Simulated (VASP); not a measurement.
A VASP calculation is set up with these files.

**POSCAR**
```
Rb2S
1
    4.8380094390     0.0000000000     0.0000000000
   -2.4190047195     4.3644153837     0.0000000000
    0.0000000000     0.0000000000     5.6923828743
S Rb
1 2
Direct
  0.0000000000   1.0000000000   0.0000000000
  0.3333330000   0.6666670000   0.2281802306
  0.6666670000   0.3333330000   0.7718197694
```

### KPOINTS
```
Automatic mesh
0
G
  6 6 4
0 0 0
```

### INCAR
```
! general
SYSTEM =Rb2S
PREC   =Accurate
ENCUT  =480
LREAL  =F
LASPH  =T

! electronic loop
EDIFF  =1E-7
NELM   =100
ALGO   =Normal
LMAXMIX=4

! smearing
ISMEAR =0
SIGMA  =0.05

! functional
GGA    =PS

! ions
ISIF   =2

! output
LWAVE  =F
LCHARG =F
```

POTCAR, in this order: S Rb_sv (PBE.64 set). Program: vasp_std.

**Question.** Write an equivalent input for Ansatz.

**Answer.** One equivalent input (not run):
Ansatz 0.2 input:
```yaml
crystal:
  lattice:
    - [4.8380094, 0.0000000, 0.0000000]
    - [-2.4190047, 4.3644154, 0.0000000]
    - [0.0000000, 0.0000000, 5.6923829]
  atoms:
    - { symbol: S, position: [0.0000000, 1.0000000, 0.0000000] }
    - { symbol: Rb, position: [0.3333330, 0.6666670, 0.2281802] }
    - { symbol: Rb, position: [0.6666670, 0.3333330, 0.7718198] }
kpoints:
  mp_grid: { grid: [6, 6, 4] }
hamiltonian:
  xc: pbesol
  pseudopotentials: { kind: paw }
scf:
  occupations: { method: gaussian, width: 0.05 }
  max_iter: 100
output: { forces: true, stress: true, eigenvalues: true }
```
Limits of the translation: each code has its own PAW files, so the cut-off isn't converted (ENCUT is set for VASP's; basis.ecutwfc is left out, and Ansatz then takes the one that its files recommend); Ansatz stops its SCF on the density residual and VASP on the energy change (EDIFF).

The structure was generated: Rb2S was put into the CdI2 type (P-3m1), which need not be its known phase. This cell was strained or had an atom moved on purpose.
